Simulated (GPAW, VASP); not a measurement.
The input files of a VASP run:

### INCAR
```
ALGO  =  Normal
EDIFF  =  1E-6
ENCUT  =  300
GGA  =  PS
ISIF  =  2
ISMEAR  =  -1
LASPH  =  .True.
LCHARG  =  .False.
LMAXMIX  =  4
LREAL  =  .False.
LWAVE  =  .False.
NELM  =  100
PREC  =  Accurate
SIGMA  =  0.01
SYSTEM  =  PbTe
```

File POSCAR:
```
PbTe
1
    0.0000000000     3.2300000000     3.2300000000
    3.2300000000     0.0000000000     3.2300000000
    3.2300000000     3.2300000000     0.0000000000
Te Pb
1 1
Direct
  0.5000000000   0.5000000000   0.5000000000
  0.0000000000   0.0000000000   0.0000000000
```

**KPOINTS**
```
kpoints
0
gamma
  9 9 9
0 0 0
```

POTCAR, in this order: Te Pb_d (PBE.64 set). Program: vasp_std.

Translate it to GPAW.

One input that does it (PBEsol, GPAW PAW datasets PBEsol (made by gpaw-setup)):
```
from ase import Atoms
from ase.units import GPa
from gpaw import GPAW

atoms = Atoms(['Te', 'Pb'],
              cell=[[0.000000, 3.230000, 3.230000],
                    [3.230000, 0.000000, 3.230000],
                    [3.230000, 3.230000, 0.000000]],
              scaled_positions=[[0.500000, 0.500000, 0.500000],
                                [0.000000, 0.000000, 0.000000]],
              pbc=True)

calc = GPAW(mode={'name': 'pw', 'ecut': 600},
            xc='PBEsol',
            kpts=(9, 9, 9),
            occupations={'name': 'fermi-dirac', 'width': 0.01},
            nbands=-8,
            convergence={'forces': 0.001, 'bands': -6},
            symmetry={'symmorphic': False, 'tolerance': 0.0005},
            maxiter=120)

atoms.calc = calc

energy = atoms.get_potential_energy()
print('Energy (eV):', round(energy, 6))
forces = atoms.get_forces()
print('Forces (eV/Ang):')
print(forces.round(5))
stress = atoms.get_stress()
print('Stress (GPa, Voigt):', (stress / GPa).round(4))
```
Both are inputs of real runs that ended normally. What can't carry over is the choice of potentials or basis and its cut-off, and each code's defaults.

The structure is a typed PbTe crystal (Fm-3m). The cell was not relaxed at this level, and it may have been scaled.
